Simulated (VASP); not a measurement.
Calculation: G0W0 on PBE orbitals, VASP's PBE PAW potentials (set 64) (plane waves; VASP).

A VASP calculation is set up with these files.

File KPOINTS:
```
kpoints
0
G
 4 4 4
0 0 0
```

**INCAR**
```
! general
SYSTEM       =  MgSe
PREC         =  Normal
ENCUT        =  500
LREAL        =  F
LASPH        =  T
NBANDS       =  88

! electronic loop
ALGO         =  EVGW0

! smearing
ISMEAR       =  0
SIGMA        =  0.01

! functional
GGA          =  PE

! output
LWAVE        =  F
LCHARG       =  F

! other
NELMGW       =  1
NOMEGA       =  64
ENCUTGW      =  170
NBANDSGW     =  16
LSPECTRALGW  =  T
```

### POSCAR
```
MgSe
1.0
  0.0000000000   2.7337250000   2.7337250000
  2.7337250000   0.0000000000   2.7337250000
  2.7337250000   2.7337250000   0.0000000000
Mg Se
1 1
Cart
  0.0000000000   0.0000000000   0.0000000000
  2.7337250000   2.7337250000   2.7337250000
```

POTCAR, in this order: Mg_sv_GW Se_GW (PBE.64 set). Program: vasp_std. Read from the step before: WAVECAR, WAVEDER.

Output

### OUTCAR
```
 ion  position               nearest neighbor table
   1  0.000  0.000  0.000-
   2  0.500  0.500  0.500-
  LATTYP: Found a face centered cubic cell.
 ALAT       =     5.4674500000
 Subroutine PRICEL returns:
 Original cell was already a primitive cell.
 Subroutine GETGRP returns: Found 48 space group operations
The static configuration has the point symmetry O_h .
The dynamic configuration has the point symmetry O_h .
 Subroutine INISYM returns: Found 48 space group operations
 Subroutine IBZKPT returns following result:
 Found      8 irreducible k-points:

 Following reciprocal coordinates:
            Coordinates               Weight
  0.000000  0.000000  0.000000      1.000000
  0.250000  0.000000  0.000000      8.000000
  0.500000  0.000000  0.000000      4.000000
  0.250000  0.250000  0.000000      6.000000
  0.500000  0.250000  0.000000     24.000000
 -0.250000  0.250000  0.000000     12.000000
  0.500000  0.500000  0.000000      3.000000
 -0.250000  0.500000  0.250000      6.000000
 Subroutine IBZKPT_HF returns following result:
...
```

File OSZICAR:
```
energies w=
    0.000    0.000    0.813    0.000    1.624    0.000    2.431    0.000
    3.234    0.000    4.030    0.000    4.818    0.000    5.598    0.000
    6.368    0.000    7.129    0.000    7.879    0.000    8.619    0.000
    9.349    0.000   10.070    0.000   10.781    0.000   11.484    0.000
   12.180    0.000   12.869    0.000   13.553    0.000   14.232    0.000
   14.908    0.000   15.582    0.000   16.256    0.000   16.931    0.000
   17.608    0.000   18.289    0.000   18.975    0.000   19.670    0.000
   20.373    0.000   21.089    0.000   21.818    0.000   22.563    0.000
   23.327    0.000   24.112    0.000   24.923    0.000   25.761    0.000
   26.632    0.000   27.540    0.000   28.489    0.000   29.486    0.000
   30.536    0.000   31.647    0.000   32.829    0.000   34.090    0.000
   35.443    0.000   36.902    0.000   38.482    0.000   40.205    0.000
   42.094    0.000   44.179    0.000   46.495    0.000   49.089    0.000
   52.018    0.000   55.355    0.000   59.198    0.000   63.672    0.000
   68.954    0.000   75.283    0.000   83.007    0.000   92.641    0.000
  104.986    0.000  121.359    0.000  144.084    0.000  177.692    0.000
NQ=   1    0.0000    0.0000    0.0000,
 performed        104000 updates of chi_q(r,r)
NQ=   2    0.2500    0.0000    0.0000,
 performed        309000 updates of chi_q(r,r)
NQ=   3    0.5000    0.0000    0.0000,
 performed        464000 updates of chi_q(r,r)
NQ=   4    0.2500    0.2500    0.0000,
 performed        650000 updates of chi_q(r,r)
NQ=   5    0.5000    0.2500    0.0000,
 performed        900000 updates of chi_q(r,r)
NQ=   6   -0.2500    0.2500    0.0000,
 performed       1122000 updates of chi_q(r,r)
NQ=   7    0.5000    0.5000    0.0000,
 performed       1265000 updates of chi_q(r,r)
NQ=   8   -0.2500    0.5000    0.2500,
 performed       1453000 updates of chi_q(r,r)
 resolving degeneracies of screened two electron integrals
```

### OUTCAR
```


 k-point   1 :       0.0000    0.0000    0.0000
  band No.  KS-energies  QP-energies   sigma(KS)   V_xc(KS)     V^pw_x(r,r')   Z            occupation Imag(sigma)

      1     -71.9547     -82.1958     -47.9197     -33.7314     -56.4688       0.7218       2.0000       0.7674
      2     -38.7114     -44.5960     -41.0766     -33.1155     -48.6186       0.7392       2.0000       0.4922
      3     -38.7114     -44.5960     -41.0766     -33.1155     -48.6186       0.7392       2.0000       0.4922
      4     -38.7114     -44.5960     -41.0766     -33.1155     -48.6186       0.7392       2.0000       0.4922
      5      -9.4362     -10.4070     -13.5157     -12.1604     -19.8283       0.7164       2.0000       1.7453
      6       3.4559       2.6738     -13.2996     -12.2917     -14.9502       0.7760       2.0000       0.2252
      7       3.4559       2.6738     -13.2996     -12.2917     -14.9502       0.7760       2.0000       0.2252
      8       3.4559       2.6738     -13.2996     -12.2917     -14.9502       0.7760       2.0000       0.2252
      9       5.9716       6.5663      -9.7042     -10.4503      -6.0123       0.7970       0.0000      -0.2331
     10      10.8458      11.2322      -8.1833      -8.6720      -3.9321       0.7907       0.0000      -0.3241
     11      10.8458      11.2322      -8.1833      -8.6720      -3.9321       0.7907       0.0000      -0.3241
     12      10.8458      11.2322      -8.1833      -8.6720      -3.9321       0.7907       0.0000      -0.3241
     13      13.3857      13.9224      -8.9417      -9.6280      -4.2778       0.7821       0.0000      -0.4477
     14      13.3857      13.9224      -8.9417      -9.6280      -4.2778       0.7821       0.0000      -0.4477
     15      14.3984      14.5370      -6.9472      -7.1247      -1.8341       0.7807       0.0000      -0.5843
     16      14.6349      15.1586      -9.3470     -10.0202      -3.8083       0.7780       0.0000      -0.7953

 k-point   2 :       0.2500    0.0000    0.0000
  band No.  KS-energies  QP-energies   sigma(KS)   V_xc(KS)     V^pw_x(r,r')   Z            occupation Imag(sigma)

      1     -71.9543     -82.2366     -47.9197     -33.7314     -56.4687       0.7247       2.0000       0.7673
      2     -38.7121     -44.5903     -41.0756     -33.1134     -48.6167       0.7383       2.0000       0.4924
      3     -38.7121     -44.5903     -41.0756     -33.1134     -48.6167       0.7383       2.0000       0.4924
      4     -38.7121     -44.5903     -41.0756     -33.1134     -48.6167       0.7383       2.0000       0.4924
      5      -8.9510      -9.8680     -13.6805     -12.4104     -19.8693       0.7219       2.0000       1.6561
      6       0.4546      -0.4570     -12.1930     -10.9960     -14.4365       0.7617       2.0000       0.3465
      7       3.1404       2.3305     -13.1012     -12.0557     -14.8038       0.7747       2.0000       0.2334
      8       3.1404       2.3305     -13.1012     -12.0557     -14.8038       0.7747       2.0000       0.2334
      9       7.5286       8.0161      -9.1241      -9.7371      -5.2836       0.7952       0.0000      -0.2583
     10      10.4967      10.9799      -8.9378      -9.5522      -4.6282       0.7863       0.0000      -0.3459
     11      10.4967      10.9799      -8.9378      -9.5522      -4.6282       0.7863       0.0000      -0.3459
     12      11.1655      11.7276      -9.7124     -10.4338      -5.2294       0.7790       0.0000      -0.3876
     13      12.9982      13.4549      -8.5832      -9.1666      -3.8543       0.7829       0.0000      -0.4556
     14      12.9982      13.4549      -8.5832      -9.1666      -3.8543       0.7829       0.0000      -0.4556
     15      13.4014      13.8343      -8.5096      -9.0681      -3.2591       0.7753       0.0000      -0.6022
     16      18.8907      19.1926      -7.5566      -7.9388      -2.0649       0.7901       0.0000      -0.9038

 k-point   3 :       0.5000    0.0000    0.0000
  band No.  KS-energies  QP-energies   sigma(KS)   V_xc(KS)     V^pw_x(r,r')   Z            occupation Imag(sigma)

      1     -71.9557     -82.1390     -47.9202     -33.7325     -56.4697       0.7178       2.0000       0.7674
      2     -38.7146     -44.5137     -41.0719     -33.1052     -48.6107       0.7279       2.0000       0.4937
      3     -38.7118     -44.5951     -41.0759     -33.1145     -48.6172       0.7390       2.0000       0.4920
      4     -38.7118     -44.5951     -41.0759     -33.1145     -48.6172       0.7390       2.0000       0.4920
      5      -8.3256      -9.1523     -13.9904     -12.8397     -20.0159       0.7184       2.0000       1.5277
      6      -1.4611      -2.5288     -11.7250     -10.2966     -14.6959       0.7475       2.0000       0.5182
      7       2.8801       2.0432     -12.9800     -11.8979     -14.7517       0.7734       2.0000       0.2428
      8       2.8801       2.0432     -12.9800     -11.8979     -14.7517       0.7734       2.0000       0.2428
      9       7.2509       7.6568      -8.6107      -9.1184      -4.8416       0.7995       0.0000      -0.2501
     10       9.5273      10.0086      -9.0638      -9.6740      -4.9327       0.7888       0.0000      -0.3125
     11       9.5273      10.0086      -9.0638      -9.6740      -4.9327       0.7888       0.0000      -0.3125
     12      11.9998      12.6011      -9.7373     -10.5171      -4.5814       0.7709       0.0000      -0.5413
     13      14.8280      15.3255      -9.0709      -9.7190      -3.7634       0.7675       0.0000      -0.6514
     14      17.2712      17.6815      -8.0792      -8.6043      -2.4892       0.7814       0.0000      -0.8601
     15      17.2712      17.6815      -8.0792      -8.6043      -2.4892       0.7814       0.0000      -0.8601
     16      17.6568      18.2379      -9.4218     -10.1642      -4.0890       0.7827       0.0000      -0.7584

 k-point   4 :       0.2500    0.2500    0.0000
  band No.  KS-energies  QP-energies   sigma(KS)   V_xc(KS)     V^pw_x(r,r')   Z            occupation Imag(sigma)

      1     -71.9541     -82.2879     -47.9196     -33.7313     -56.4685       0.7283       2.0000       0.7673
      2     -38.7123     -44.5765     -41.0752     -33.1128     -48.6165       0.7365       2.0000       0.4925
      3     -38.7123     -44.5765     -41.0752     -33.1128     -48.6165       0.7365       2.0000       0.4925
      4     -38.7123     -44.5765     -41.0752     -33.1128     -48.6165       0.7365       2.0000       0.4925
      5      -8.7995      -9.6949     -13.7236     -12.4836     -19.8737       0.7221       2.0000       1.6289
      6       0.7266      -0.1520     -12.2355     -11.0842     -14.3677       0.7632       2.0000       0.3261
      7       2.4258       1.5634     -12.8351     -11.7159     -14.6894       0.7706       2.0000       0.2568
      8       2.4258       1.5634     -12.8351     -11.7159     -14.6894       0.7706       2.0000       0.2568
      9       7.4648       7.9614      -9.6464     -10.2739      -5.7971       0.7913       0.0000      -0.2659
     10       8.5622       8.8386      -7.8056      -8.1515      -3.8613       0.7990       0.0000      -0.2725
     11      10.8184      11.4399      -9.8037     -10.6028      -5.3349       0.7778       0.0000      -0.3790
     12      13.0064      13.5378      -9.1961      -9.8788      -4.4240       0.7784       0.0000      -0.4711
     13      13.0064      13.5378      -9.1961      -9.8788      -4.4240       0.7784       0.0000      -0.4711
     14      14.3797      14.9383      -9.0511      -9.7657      -4.1898       0.7818       0.0000      -0.5242
     15      16.7984      17.3510      -8.7737      -9.4821      -3.2063       0.7800       0.0000      -0.8460
     16      16.7984      17.3510      -8.7737      -9.4821      -3.2063       0.7800       0.0000      -0.8460

 k-point   5 :       0.5000    0.2500    0.0000
  band No.  KS-energies  QP-energies   sigma(KS)   V_xc(KS)     V^pw_x(r,r')   Z            occupation Imag(sigma)

      1     -71.9548     -82.2152     -47.9199     -33.7320     -56.4690       0.7232       2.0000       0.7674
      2     -38.7129     -44.5578     -41.0742     -33.1107     -48.6150       0.7340       2.0000       0.4929
      3     -38.7129     -44.5578     -41.0742     -33.1107     -48.6150       0.7340       2.0000       0.4929
      4     -38.7129     -44.5578     -41.0742     -33.1107     -48.6150       0.7340       2.0000       0.4929
      5      -8.1845      -8.9923     -14.0182     -12.8970     -20.0045       0.7205       2.0000       1.5009
      6      -0.6856      -1.7084     -11.8763     -10.5168     -14.5627       0.7523       2.0000       0.4400
      7       1.1685       0.2465     -12.2081     -11.0034     -14.2821       0.7654       2.0000       0.3060
      8       2.1995       1.3178     -12.7556     -11.6104     -14.6701       0.7699       2.0000       0.2658
      9       6.9530       7.3774      -9.1641      -9.6980      -5.3998       0.7949       0.0000      -0.2527
     10       9.7229      10.1468      -9.1271      -9.6653      -5.0280       0.7876       0.0000      -0.3105
     11      11.5330      12.0491      -9.0226      -9.6837      -4.4463       0.7806       0.0000      -0.4027
     12      11.6479      12.2046      -9.4050     -10.1192      -4.8380       0.7794       0.0000      -0.4121
     13      14.9322      15.6304     -10.0429     -10.9522      -4.5713       0.7679       0.0000      -0.7302
     14      17.1830      17.6100      -8.1263      -8.6719      -2.6150       0.7826       0.0000      -0.8281
     15      17.5431      18.0234      -8.6091      -9.2232      -3.1868       0.7822       0.0000      -0.7935
     16      18.6268      19.2086      -9.0423      -9.7845      -3.4235       0.7839       0.0000      -0.9278

 k-point   6 :      -0.2500    0.2500    0.0000
  band No.  KS-energies  QP-energies   sigma(KS)   V_xc(KS)     V^pw_x(r,r')   Z            occupation Imag(sigma)

      1     -71.9542     -82.2732     -47.9197     -33.7316     -56.4687       0.7273       2.0000       0.7673
      2     -38.7127     -44.5726     -41.0745     -33.1113     -48.6153       0.7359       2.0000       0.4927
      3     -38.7127     -44.5726     -41.0745     -33.1113     -48.6153       0.7359       2.0000       0.4927
      4     -38.7127     -44.5726     -41.0745     -33.1113     -48.6153       0.7359       2.0000       0.4927
      5      -8.3824      -9.2181     -13.9253     -12.7633     -19.9660       0.7192       2.0000       1.5425
...
```
(Selected blocks of OUTCAR.)

The mesh is coarse and the basis finite, so the quasiparticle values are not converged. VASP warned that its frequency grid is unfit for quasiparticle energies.

The structure comes from a computed database's MgSe entry (Fm-3m); how it stands against other phases isn't given here. The cell was not relaxed at this level. The k-mesh is coarse (spacing up to 0.50 per Å, 2π included), so the numbers may not be converged in it.
